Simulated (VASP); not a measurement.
Consider the following.

```
CELL_PARAMETERS angstrom
      2.32560    -4.02806     0.00000
      2.32560     4.02806     0.00000
      0.00000     0.00000     7.11960
ATOMIC_POSITIONS crystal
  Pb 0.00000 0.00000 0.00000
  I  0.33333 0.66667 0.26800
  I  0.66667 0.33333 0.73200
```
Cell charge +0.5.

Method: PBE GGA, VASP's PBE PAW potentials (set 64) (plane waves; VASP 6.6.1). Run with NELECT = 27.5, 400 eV cut-off, 5×5×3 Γ-centred mesh, Gaussian smearing of 0.050 eV, potentials Pb_d I.

The cell is charged, with a uniform compensating background. Unless said otherwise, spin-orbit coupling is left out, though it shifts the bands of the heavy elements here.

### Question
What does the run give for the energy per atom (σ→0), pressure, band gap (on the k-mesh) with the smallest direct gap where there is one?

### Answer

```yaml
band gap (on the k-mesh): none (metal, semimetal or under 0.01 eV)
energy per atom (σ→0): -3.170 eV/atom
pressure: -59.4 kbar
```

The compound is PbI2 in the 1T layered structure. The cell was not relaxed at this level. The k-mesh is coarse (spacing up to 0.31 per Å, 2π included), so the numbers may not be converged in it. The run is one of a series of settings (NELECT = 27.5 against the base run), some of them coarse on purpose.
